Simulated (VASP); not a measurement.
The system is SeH2, in a box.

```
Se H
1.0
    12.46107    0.00000    0.00000
     0.00000   12.96107    0.00000
     0.00000    0.00000   13.46107
Se H
1 2
Direct
  0.52598 0.50865 0.45670
  0.51039 0.42384 0.52901
  0.46063 0.57853 0.51928
```

Base run:

```yaml
Program: VASP 6.6.1
Functional: PBE
Dispersion: D3(BJ)
Potentials_or_basis: VASP PAW PBE potentials, release 64 (Se, H)
Cutoff: 400 eV
k_mesh: 1 × 1 × 1
Occupations: gaussian, width 0.01 eV
Spin: no spin polarisation
```

Its results: gap between the frontier levels 4.80 eV.

Task: The run is repeated on the same cell with these changes: functional from PBE to RPBE; further incar settings from ALGO = Fast; EDIFF = 1e-07; ISYM = 0; IBRION = 5; POTIM = 0.015; NSW = 1 to ALGO = Fast; EDIFF = 1e-06; ISYM = 0. What comes out?

Result: Gap between the frontier levels 4.72 eV.

Caveats: some modes are imaginary (some runs).

A k mesh can miss the band edges.

Not every run made on this cell is shown here.
